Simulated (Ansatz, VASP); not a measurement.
**CdBr in VASP and in Ansatz**

Contents of INCAR:

```
SYSTEM = CdBr
PREC = Accurate ; ENCUT = 600
EDIFF = 1E-6 ; ISMEAR = -1
SIGMA = 0.05 ; LREAL = .False.
LASPH = .True. ; NELM = 80
ALGO = Normal ; ISIF = 3
LWAVE = .False. ; LCHARG = .False.
GGA = RE ; IVDW = 12
IBRION = 2 ; NSW = 40
EDIFFG = -0.005
```

File KPOINTS:

```
Automatic mesh
0
Gamma
  8 8 8
  0 0 0
```

POSCAR

```
CdBr
1.0
    0.0000000000      3.0723910300      3.0723910300
    3.0723910300      0.0000000000      3.0723910300
    3.0723910300      3.0723910300      0.0000000000
Cd Br
1 1
Direct
    0.0000000000      0.0000000000      0.0000000000
    0.5000000000      0.5000000000      0.5000000000
```

input.yaml

```yaml
crystal:
  lattice:
    - [0.0, 3.07239103, 3.07239103]
    - [3.07239103, 0.0, 3.07239103]
    - [3.07239103, 3.07239103, 0.0]
  atoms:
    - { symbol: Cd, position: [0.0, 0.0, 0.0] }
    - { symbol: Br, position: [0.5, 0.5, 0.5] }
hamiltonian:
  xc: revpbe
  pseudopotentials: { kind: paw }
  dispersion: d3bj
kpoints:
  mp_grid: { grid: [8, 8, 8] }
scf:
  occupations: { method: fermi_dirac, width: 0.05 }
output:
  forces: true
  stress: true
  eigenvalues: true
relax:
  f_tol: 0.01
  max_steps: 40
  cell: { stress_tol: 0.05 }
```

The cell was built by a generator and needn't be a form met in nature.

Alike in both runs: task relaxation of cell and atoms; functional revPBE; dispersion D3(BJ); k mesh 8 × 8 × 8; occupations fermi-dirac, width 0.05 eV; no spin polarisation.

```csv
,VASP,Ansatz
version,VASP 6.6.1,Ansatz 0.2.0
potentials or method,"VASP PAW PBE potentials, release 64 (Cd, Br)",Ansatz PAW
plane-wave cutoff (eV),600,420
valence electrons in the cell,19,27
```

```tsv
	VASP	Ansatz	Ansatz less VASP
gap on the k mesh at the Fermi level, each at its own relaxed structure (eV)	none	none	-
relaxed volume (Å³/atom)	28.29	28.22	-0.078
relaxed cell length with the largest relative difference (Å)	4.309	4.305	-0.0040
energy change over the relaxation (meV/atom)	-2	-2	-0.3
```

A gap of «none» marks a metal or a gap that the smearing closes. The two sets of potentials don't hold the same shells in valence.

Caveats: an odd number of electrons without spin polarisation forces a metal; a magnetic or distorted state may lie lower; pairwise dispersion overbinds metals, which lowers pressure and volume; the PAW data sets were made with another functional, which shifts forces and pressure a little (VASP); the plane-wave basis is chosen anew once the cell has moved, so the energies of steps on either side of that aren't comparable (Ansatz); the PAW data sets come from PBE, with cores solved anew for the run's functional, which leaves a small shift of forces and pressure (Ansatz).
